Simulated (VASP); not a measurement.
Method: PBEsol GGA, VASP's PBE PAW potentials (set 64) (plane waves; VASP 6.6.1).

A VASP calculation is set up with these files.

**KPOINTS**
```
Automatic
0
G
3 3 3
```

File POSCAR:
```
Tl3VSe4
1.0
 -3.9193700000   3.9193700000   3.9193700000
  3.9193700000  -3.9193700000   3.9193700000
  3.9193700000   3.9193700000  -3.9193700000
V Tl Se
1 3 4
direct
  0.0000000000   0.0000000000   0.0000000000
  0.5000000000   0.5000000000   0.0000000000
  0.0000000000   0.5000000000   0.5000000000
  0.5000000000   0.0000000000   0.5000000000
  0.6637800000   0.6637800000   0.6637800000
  0.3362200000   0.0000000000   0.0000000000
  0.0000000000   0.0000000000   0.3362200000
  0.0000000000   0.3362200000   0.0000000000
```

**INCAR**
```
! general
SYSTEM   =  Tl3VSe4
PREC     =  Accurate
ENCUT    =  300   ! plane-wave cut-off (eV)
LREAL    =  F   ! projection in real space or not
LASPH    =  T   ! aspherical one-centre terms

! electronic loop
EDIFF    =  1E-6
NELM     =  100   ! most electronic steps
ALGO     =  Normal   ! blocked Davidson
LMAXMIX  =  4   ! l cut-off of mixed one-centre charges

! smearing
ISMEAR   =  -1
SIGMA    =  0.01

! functional
GGA      =  PS

! ions
ISIF     =  2

! output
LWAVE    =  F
LCHARG   =  F
```

POTCAR, in this order: V_sv Tl_d Se (PBE.64 set). Program: vasp_std.

Output of the run:

### OUTCAR
```
 ion  position               nearest neighbor table
   1  0.000  0.000  0.000-   5 2.28   6 2.28   7 2.28   8 2.28
   2  0.500  0.500  0.000-   5 3.20   7 3.20   6 3.20   8 3.20   3 3.92   4 3.92   4 3.92   3 3.92
  LATTYP: Found a body centered cubic cell.
 ALAT       =     7.8387400000
 Subroutine PRICEL returns:
 Original cell was already a primitive cell.
 Subroutine GETGRP returns: Found 24 space group operations
The static configuration has the point symmetry T_d .
The dynamic configuration has the point symmetry T_d .
 Subroutine INISYM returns: Found 24 space group operations
 Subroutine IBZKPT returns following result:
 Found      4 irreducible k-points:

 Following reciprocal coordinates:
            Coordinates               Weight
  0.000000  0.000000  0.000000      1.000000
  0.333333  0.000000  0.000000     12.000000
  0.333333  0.333333  0.000000      8.000000
 -0.333333  0.333333  0.333333      6.000000
   k-points           NKPTS =      4   k-points in BZ     NKDIM =      4   number of bands    NBANDS=     45
   number of dos      NEDOS =    301   number of ions     NIONS =      8
   total plane-waves  NPLWV =  64000
   dimension x,y,z NGX =    40 NGY =   40 NGZ =   40
   dimension x,y,z NGXF=    80 NGYF=   80 NGZF=   80
   ions per type =               1   3   4
   PREC   = accura    normal or accurate (medium, high low for compatibility)
   ISTART =      0    job   : 0-new  1-cont  2-samecut
   ICHARG =      2    charge: 1-file 2-atom 10-const
   ISPIN  =      1    spin polarized calculation?
   LNONCOLLINEAR =      F non collinear calculations
   LSORBIT =      F    spin-orbit coupling
   INIWAV =      1    electr: 0-lowe 1-rand  2-diag
   ENCUT  =  300.0 eV  22.05 Ry    4.70 a.u.   9.59  9.59  9.59*2*pi/ulx,y,z
   NELM   =    100;   NELMIN=  2; NELMDL= -5     # of ELM steps
   EDIFF  = 0.1E-05   stopping-criterion for ELM
   LREAL  =      F    real-space projection
   NLSPLINE    = F    spline interpolate recip. space projectors
   LMAXMIX     =    4 max onsite mixed and CHGCAR
   VOSKOWN=      0    Vosko Wilk Nusair interpolation
...
```

File OSZICAR:
```
       N       E                     dE             d eps       ncg     rms          rms(c)
DAV:   1     0.374619983509E+03    0.37462E+03   -0.28095E+04   424   0.101E+03
DAV:   2    -0.138067436022E+02   -0.38843E+03   -0.37712E+03   409   0.268E+02
DAV:   3    -0.403179190642E+02   -0.26511E+02   -0.26204E+02   419   0.615E+01
DAV:   4    -0.408598512151E+02   -0.54193E+00   -0.54073E+00   424   0.838E+00
DAV:   5    -0.408669082944E+02   -0.70571E-02   -0.70564E-02   433   0.975E-01    0.227E+01
DAV:   6    -0.482555934531E+02   -0.73887E+01   -0.73925E+01   452   0.359E+01    0.368E+01
DAV:   7    -0.373589834861E+02    0.10897E+02   -0.51680E+01   444   0.490E+01    0.105E+01
DAV:   8    -0.369288750560E+02    0.43011E+00   -0.45111E+00   380   0.753E+00    0.451E+00
DAV:   9    -0.367778482214E+02    0.15103E+00   -0.91759E-01   435   0.378E+00    0.126E+00
DAV:  10    -0.367764417775E+02    0.14064E-02   -0.78590E-02   412   0.130E+00    0.706E-01
DAV:  11    -0.367726416655E+02    0.38001E-02   -0.19509E-02   430   0.762E-01    0.245E-01
DAV:  12    -0.367727409492E+02   -0.99284E-04   -0.99584E-04   393   0.175E-01    0.103E-01
DAV:  13    -0.367727214841E+02    0.19465E-04   -0.29585E-04   419   0.925E-02    0.326E-02
DAV:  14    -0.367727150070E+02    0.64771E-05   -0.31324E-05   390   0.337E-02    0.141E-02
DAV:  15    -0.367727159550E+02   -0.94796E-06   -0.19087E-05   390   0.223E-02    0.135E-02
DAV:  16    -0.367727146734E+02    0.12816E-05   -0.29327E-06   302   0.942E-03    0.476E-03
DAV:  17    -0.367727144774E+02    0.19601E-06   -0.70876E-07   215   0.407E-03
   1 F= -.36772714E+02 E0= -.36772714E+02  d E =-.692589E-13
```

### OUTCAR
```
------------------------ aborting loop because EDIFF is reached ----------------------------------------
  FORCE on cell =-STRESS in cart. coord.  units (eV):
  Direction    XX          YY          ZZ          XY          YZ          ZX
  --------------------------------------------------------------------------------------
  Total       -2.8190366     -2.8190366     -2.8190366      0.0000000     -0.0000000     -0.0000000
  in kB      -18.7543712    -18.7543712    -18.7543712      0.0000000     -0.0000000     -0.0000000
  external PRESSURE =     -18.7543712 kB  Pullay stress =       0.0000000 kB
  volume of cell :      240.83
      direct lattice vectors                 reciprocal lattice vectors
    -3.919370000  3.919370000  3.919370000     0.000000000  0.127571523  0.127571523
     3.919370000 -3.919370000  3.919370000     0.127571523  0.000000000  0.127571523
     3.919370000  3.919370000 -3.919370000     0.127571523  0.127571523  0.000000000
 POSITION                                       TOTAL-FORCE (eV/Angst)
 -----------------------------------------------------------------------------------
      0.00000      0.00000      0.00000        -0.000000     -0.000000     -0.000000
      0.00000      0.00000      3.91937         0.000000     -0.000000     -0.000000
      3.91937      0.00000      0.00000        -0.000000     -0.000000     -0.000000
      0.00000      3.91937      0.00000        -0.000000     -0.000000     -0.000000
      2.60160      2.60160      2.60160         0.002370      0.002370      0.002370
     -1.31777      1.31777      1.31777         0.002370     -0.002370     -0.002370
      1.31777      1.31777     -1.31777        -0.002370     -0.002370      0.002370
      1.31777     -1.31777      1.31777        -0.002370      0.002370     -0.002370
 -----------------------------------------------------------------------------------
    total drift:                                0.000007      0.000007      0.000009
  FREE ENERGIE OF THE ION-ELECTRON SYSTEM (eV)
  ---------------------------------------------------
  free  energy   TOTEN  =       -36.7727144774 eV

  energy  without entropy=      -36.7727144774  energy(sigma->0) =      -36.77271448
```
(Selected blocks of OUTCAR.)

At this cut-off the stress carries a Pulay error, which pulls relaxed volumes low.

The structure comes from a computed database's Tl3VSe4 entry (I-43m); how it stands against other phases isn't given here. The cell was not relaxed at this level. The run is one of a series of settings (GGA = PS, POTCAR V_sv Tl_d Se (PBE.64 set) against the base run), some of them coarse on purpose. The run is not spin-polarised, so no magnetic state was tried.
